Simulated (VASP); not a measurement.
Output of a VASP run:

File OSZICAR:
```
...
RMM:   3    -0.457681532134E-01    0.55357E-04   -0.90755E-05  3003   0.670E-02    0.756E-02
RMM:   4    -0.457079665646E-01    0.60187E-04   -0.25052E-05  3006   0.335E-02    0.181E-02
RMM:   5    -0.457069027437E-01    0.10638E-05    0.38468E-07  3179   0.826E-03    0.116E-02
RMM:   6    -0.457097789529E-01   -0.28762E-05    0.53669E-07  2997   0.361E-03    0.258E-03
RMM:   7    -0.457092536359E-01    0.52532E-06    0.13083E-06  3124   0.105E-03    0.689E-04
RMM:   8    -0.457085540845E-01    0.69955E-06    0.10649E-07  3132   0.381E-04    0.154E-04
RMM:   9    -0.457086949107E-01   -0.14083E-06    0.37353E-10  3525   0.942E-05    0.799E-05
RMM:  10    -0.457087647075E-01   -0.69797E-07    0.16532E-08  3374   0.606E-05    0.272E-05
RMM:  11    -0.457087496916E-01    0.15016E-07   -0.43640E-09  4007   0.246E-05    0.223E-05
RMM:  12    -0.457087541768E-01   -0.44853E-08    0.93095E-09  3949   0.155E-05    0.501E-06
 Linear response progress:
  Degree of freedom:   2/  3
       N       E                     dE             d eps       ncg     rms          rms(c)
RMM:   1    -0.489521658117E-01   -0.48952E-01    0.32345E-02  7175   0.120E+00
RMM:   2    -0.475256309141E-01    0.14265E-02   -0.26149E-03  4898   0.322E-01    0.806E-02
RMM:   3    -0.474254997484E-01    0.10013E-03   -0.10779E-04  5131   0.702E-02    0.478E-02
RMM:   4    -0.473674022458E-01    0.58098E-04   -0.32418E-05  5137   0.336E-02    0.137E-02
RMM:   5    -0.473781786348E-01   -0.10776E-04   -0.14445E-05  5345   0.110E-02    0.616E-03
RMM:   6    -0.473959136200E-01   -0.17735E-04   -0.71896E-06  5222   0.411E-03    0.105E-03
RMM:   7    -0.473952977083E-01    0.61591E-06    0.70983E-07  5496   0.923E-04    0.729E-04
RMM:   8    -0.473956102873E-01   -0.31258E-06    0.99192E-08  5275   0.464E-04    0.932E-05
RMM:   9    -0.473955563929E-01    0.53894E-07    0.48326E-08  6290   0.118E-04    0.626E-05
RMM:  10    -0.473956297479E-01   -0.73355E-07   -0.32976E-08  6393   0.576E-05    0.121E-05
RMM:  11    -0.473956138177E-01    0.15930E-07    0.17191E-08  7426   0.296E-05    0.505E-06
RMM:  12    -0.473956237533E-01   -0.99356E-08    0.19418E-08  7450   0.229E-05    0.807E-07
 Linear response progress:
  Degree of freedom:   3/  3
       N       E                     dE             d eps       ncg     rms          rms(c)
RMM:   1    -0.562380022979E-01   -0.56238E-01    0.44334E-02  7642   0.123E+00
RMM:   2    -0.532552594305E-01    0.29827E-02   -0.31440E-03  4889   0.350E-01    0.202E-01
RMM:   3    -0.531322495996E-01    0.12301E-03   -0.30470E-04  5054   0.929E-02    0.129E-01
RMM:   4    -0.531104006008E-01    0.21849E-04   -0.21628E-05  5280   0.290E-02    0.524E-02
RMM:   5    -0.531132093416E-01   -0.28087E-05   -0.12945E-05  5214   0.165E-02    0.377E-03
RMM:   6    -0.531118101988E-01    0.13991E-05   -0.69702E-06  5335   0.444E-03    0.199E-03
RMM:   7    -0.531127310069E-01   -0.92081E-06   -0.20424E-06  5256   0.180E-03    0.617E-04
RMM:   8    -0.531137611531E-01   -0.10301E-05   -0.13852E-06  5510   0.572E-04    0.201E-04
RMM:   9    -0.531141505945E-01   -0.38944E-06   -0.27213E-07  5750   0.226E-04    0.401E-05
RMM:  10    -0.531141352673E-01    0.15327E-07   -0.70563E-08  7101   0.794E-05    0.206E-05
RMM:  11    -0.531141410520E-01   -0.57847E-08   -0.41987E-08  7570   0.426E-05    0.681E-06
 Linear response finished
```

File OUTCAR:
```
------------------------ aborting loop because EDIFF is reached ----------------------------------------

 HEAD OF MICROSCOPIC STATIC DIELECTRIC TENSOR (INDEPENDENT PARTICLE, excluding Hartree and local field effects)
 ------------------------------------------------------
          25.721273     0.000003    -0.000000
           0.000003    25.721278     0.000000
           0.000000     0.000000    40.163843
 ------------------------------------------------------

 MACROSCOPIC STATIC DIELECTRIC TENSOR (including local field effects in DFT)
 ------------------------------------------------------
          23.651274     0.000003     0.000000
           0.000003    23.651278     0.000000
           0.000000     0.000000    38.654289
 ------------------------------------------------------

 PIEZOELECTRIC TENSOR (including local field effects)  for field in x, y, z        (e  Angst)
          XX          YY          ZZ          XY          YZ          ZX
  --------------------------------------------------------------------------------
  x    -2.94040     2.94040    -0.00000     0.00000     0.61330     0.00000
  y     0.00000    -0.00000     0.00000     2.94040    -0.00000    -0.61331
  z    -0.00000    -0.00000     0.00000    -0.00001    -0.00000     0.00000

 PIEZOELECTRIC TENSOR (including local field effects)  for field in x, y, z        (C/m^2)
          XX          YY          ZZ          XY          YZ          ZX
  --------------------------------------------------------------------------------
  x    -0.44234     0.44234    -0.00000     0.00000     0.09226     0.00000
  y     0.00000    -0.00000     0.00000     0.44234    -0.00000    -0.09226
  z    -0.00000    -0.00000     0.00000    -0.00000    -0.00000     0.00000

 BORN EFFECTIVE CHARGES (including local field effects) (in |e|, cummulative output)
 ---------------------------------------------------------------------------------
 ion    1
    1     2.00188    -0.00000     0.00000
    2    -0.00000    -2.00188     1.54570
    3     0.00000     2.02346     0.00000
 ion    2
    1    -1.00094    -1.73368    -1.33862
    2    -1.73368     1.00094    -0.77285
    3    -1.75236    -1.01173     0.00000
 ion    3
    1    -1.00094     1.73368     1.33862
    2     1.73368     1.00094    -0.77285
    3     1.75236    -1.01173     0.00000

   1 f  =    4.483910 THz    28.173239 2PiTHz  149.567147 cm-1    18.543955 meV
             X         Y         Z           dx          dy          dz
      1.175024  0.000000  1.956458    -0.143893    0.206160    0.602617
     -0.587512  1.017601  3.912922     0.250498    0.021671   -0.665793
      1.701200  2.946564  0.000000    -0.106470   -0.227637    0.063176

   2 f  =    4.483910 THz    28.173239 2PiTHz  149.567147 cm-1    18.543955 meV
             X         Y         Z           dx          dy          dz
      1.175024  0.000000  1.956458     0.206030    0.143984    0.420871
     -0.587512  1.017601  3.912922     0.021541   -0.250408    0.311446
      1.701200  2.946564  0.000000    -0.227767    0.106560   -0.732317

   3 f  =    3.936657 THz    24.734748 2PiTHz  131.312755 cm-1    16.280699 meV
             X         Y         Z           dx          dy          dz
      1.175024  0.000000  1.956458    -0.577350    0.000000    0.000000
     -0.587512  1.017601  3.912922     0.288675   -0.500000   -0.000000
      1.701200  2.946564  0.000000     0.288675    0.500000    0.000000

   4 f  =    2.569212 THz    16.142838 2PiTHz   85.699704 cm-1    10.625404 meV
             X         Y         Z           dx          dy          dz
      1.175024  0.000000  1.956458     0.347902    0.386179   -0.264005
     -0.587512  1.017601  3.912922     0.160029   -0.494233   -0.074192
      1.701200  2.946564  0.000000    -0.508492    0.108675    0.338197

   5 f  =    2.569212 THz    16.142838 2PiTHz   85.699704 cm-1    10.625404 meV
...
```
(Selected blocks of OUTCAR.)

POSCAR:
```
Te
1
    4.5774230000     0.0000000000     0.0000000000
   -2.2887110000     3.9641650000     0.0000000000
    0.0000000000     0.0000000000     5.8693800000
Te
3
Direct
  0.2567000000   0.0000000000   0.3333330000
  0.0000000000   0.2567000000   0.6666670000
  0.7433000000   0.7433000000   0.0000000000
```

### Question
Reconstruct the remaining input files.

### Answer
This is not unique; one that fits is the input of the run itself, PBE GGA, plane waves, VASP's PBE PAW potentials (set 64).

INCAR:
```
SYSTEM = Te
PREC = Accurate
ENCUT = 300
EDIFF = 1E-8
NELM = 100
ALGO = Normal
LREAL = .FALSE.
LASPH = .TRUE.
ISMEAR = 0
SIGMA = 0.2
GGA = PE
LMAXMIX = 4
LWAVE = .FALSE.
LCHARG = .FALSE.
ISIF = 2
LEPSILON = .TRUE.
IBRION = 8
NSW = 1
```

### KPOINTS
```
K-points
0
gamma
7 7 5
0 0 0
```

POTCAR, in this order: Te (PBE.64 set). Program: vasp_std.

The dielectric response may not be converged in the k-mesh; for small gaps it tends to come out too large.

The structure comes from a computed database's Te entry; how it stands against other phases isn't given here. The cell was not relaxed at this level. The run is one of a series of settings (EDIFF = 1E-8, IBRION = 8, LEPSILON = .TRUE., NSW = 1 against the base run), some of them coarse on purpose.
